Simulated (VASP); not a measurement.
ScInTeSe:

```
Sc In Te Se
1.0
     4.05000    0.00000    0.00000
    -2.02500    3.50740    0.00000
     0.00000    0.00000   14.30000
Sc In Te Se
2 2 2 2
Cartesian
  0.0000 0.0000 7.1500
  0.0000 0.0000 0.0000
  2.0250 1.1691 3.7180
  0.0000 2.3383 10.8680
  2.0250 1.1691 8.8374
  0.0000 2.3383 1.6874
  0.0000 2.3383 5.7200
  2.0250 1.1691 12.8700
```

The cell was built by a generator and needn't be a form met in nature.

```yaml
Program: VASP 6.6.1
Task: relaxation of cell and atoms
Functional: PBE
Potentials_or_basis: VASP PAW PBE potentials, release 64 (Sc_sv, In_d, Te, Se)
Cutoff: 520 eV
k_mesh: 4 × 4 × 1
Occupations: gaussian, width 0.15 eV
Spin: no spin polarisation
```

At the start: pressure 5.8 GPa; volume 25.39 Å³/atom.

Question: Where does the relaxation end?

Answer: Over 8 steps the energy falls by 81.3 meV/atom and the volume is 28.35 Å³/atom (+11.7 %); space group P6_3mc (No. 186, to 0.05 Å).

Step by step:
```csv
step,energy change (eV),largest force (eV/Å),pressure (GPa),volume (Å³)
1,0.0000,0.4104,5.79,203.13
2,-0.4672,0.6424,-1.65,231.17
3,-0.4802,0.6017,-0.55,226.32
4,-0.4803,0.5945,-0.67,226.92
5,-0.5757,0.4157,-0.36,225.90
6,-0.6357,0.1980,0.16,224.60
7,-0.6433,0.0971,0.40,223.97
8,-0.6500,0.0793,0.01,226.80
```

Final structure:
```
Sc In Te Se
1.0
     4.07351    0.00000    0.00000
    -2.03675    3.52776    0.00000
     0.00000    0.00000   15.78249
Sc In Te Se
2 2 2 2
Direct
  0.00000 0.00000 0.49866
  0.00000 0.00000 0.99866
  0.66667 0.33333 0.26137
  0.33333 0.66667 0.76137
  0.66667 0.33333 0.61111
  0.33333 0.66667 0.11111
  0.33333 0.66667 0.40685
  0.66667 0.33333 0.90685
```

Caveat: the k mesh is coarse (spacing up to 0.45 Å⁻¹), so the values aren't converged.
